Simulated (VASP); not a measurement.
Data:

```yaml
crystal:
  lattice:
    - [0.00000, 1.92978, 1.92978]
    - [1.92978, 0.00000, 1.92978]
    - [1.92978, 1.92978, 0.00000]
  atoms:
    - { symbol: Pt, position: [0.00000, 0.00000, 0.00000] }
```

Computed with PBE GGA, VASP's PBE PAW potentials (set 64) (plane waves; VASP 6.6.1). Numerical set-up: 300 eV cut-off, 10×10×10 Γ-centred mesh, first-order Methfessel-Paxton smearing of 0.20 eV, potentials Pt.

At this cut-off the stress carries a Pulay error, which pulls relaxed volumes low.

### Question
Give the stress tensor in GPa (positive for a compressed cell).

### Answer

```
25.16   0.00   0.00
 0.00  25.16   0.00
 0.00   0.00  25.16
```
The pressure is its mean diagonal, 25.16 GPa.

The structure comes from a computed database's Pt entry; how it stands against other phases isn't given here. The cell was not relaxed at this level.
